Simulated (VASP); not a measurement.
An input for Ansatz (written as the equivalent of a VASP run, and not itself run):

Ansatz 0.2 input:
```yaml
crystal:
  lattice:
    - [1.5385864, -2.6649094, 0.0000000]
    - [1.5385864, 2.6649094, 0.0000000]
    - [0.0000000, 0.0000000, 3.4988337]
  atoms:
    - { symbol: Mg, position: [0.0000000, 0.0000000, 0.0000000] }
    - { symbol: B, position: [0.3333330, 0.6666670, 0.5000000] }
    - { symbol: B, position: [0.6666670, 0.3333330, 0.5000000] }
kpoints:
  mp_grid: { grid: [10, 10, 8] }
hamiltonian:
  xc: pbe
  pseudopotentials: { kind: paw }
scf:
  occupations: { method: methfessel_paxton, width: 0.1 }
  max_iter: 100
relax:
  max_steps: 60
  f_tol: 0.02
  cell: {}
output: { forces: true, stress: true, eigenvalues: true }
```

### Question
Translate this input to VASP (INCAR, KPOINTS, POSCAR, choice of POTCAR).

### Answer
One answer among several that fit: 
### INCAR
```
! general
SYSTEM = MgB2
PREC   = Accurate
ENCUT  = 520
LREAL  = .FALSE.
LASPH  = .TRUE.

! electronic loop
EDIFF  = 1E-6
NELM   = 100
ALGO   = Normal

! smearing
ISMEAR = 1
SIGMA  = 0.1

! functional
GGA    = PE

! ions
IBRION = 2
NSW    = 60
ISIF   = 3
EDIFFG = -0.02

! output
LWAVE  = .FALSE.
LCHARG = .FALSE.
```

File KPOINTS:
```
Automatic mesh
0
Gamma
10 10 8
0 0 0
```

**POSCAR**
```
MgB2
1
    1.5385864324    -2.6649093813    -0.0000000000
    1.5385864324     2.6649093813     0.0000000000
    0.0000000000    -0.0000000000     3.4988336740
Mg B
1 2
Direct
  0.0000000000   0.0000000000   0.0000000000
  0.3333330000   0.6666670000   0.5000000000
  0.6666670000   0.3333330000   0.5000000000
```

POTCAR, in this order: Mg B (PBE.64 set). Program: vasp_std.

The two are equivalent in intent, not identical: each code has its own PAW files, so the cut-off isn't converted (ENCUT is set for VASP's; basis.ecutwfc is left out, and Ansatz then takes the one that its files recommend); Ansatz stops its SCF on the density residual and VASP on the energy change (EDIFF).

The compound is MgB2 in the AlB2 type structure. This run relaxes it. Symmetry was kept, so distortions that lower it aren't found. The start is the result of an earlier pass.
